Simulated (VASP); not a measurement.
Given:

```
CELL_PARAMETERS angstrom
      3.97179     0.00000     0.00000
      0.00000     3.97179     0.00000
      0.00000     0.00000     8.74656
ATOMIC_POSITIONS crystal
  Ca 0.00000 0.50000 0.13649
  Ca 0.50000 0.00000 0.86351
  H  0.50000 0.50000 0.00000
  H  0.00000 0.00000 0.00000
  I  0.00000 0.50000 0.68613
  I  0.50000 0.00000 0.31387
```

All values below come from PBEsol GGA, VASP's PBE PAW potentials (set 64) (plane waves; VASP). Run with 400 eV cut-off, 5×5×3 Γ-centred mesh, Gaussian smearing of 0.050 eV, potentials Ca_sv H I.

Q: What does the run give for the energy per atom (σ→0)?

A: 
```json
{
  "energy per atom (σ→0)": "-3.539 eV/atom"
}
```

The absolute energy has meaning only against runs of the same code, potentials and settings.

The structure comes from a computed database's CaHI entry (P4/nmm); how it stands against other phases isn't given here. It was relaxed first, which changed the volume by -9 %. The start is the result of an earlier pass.
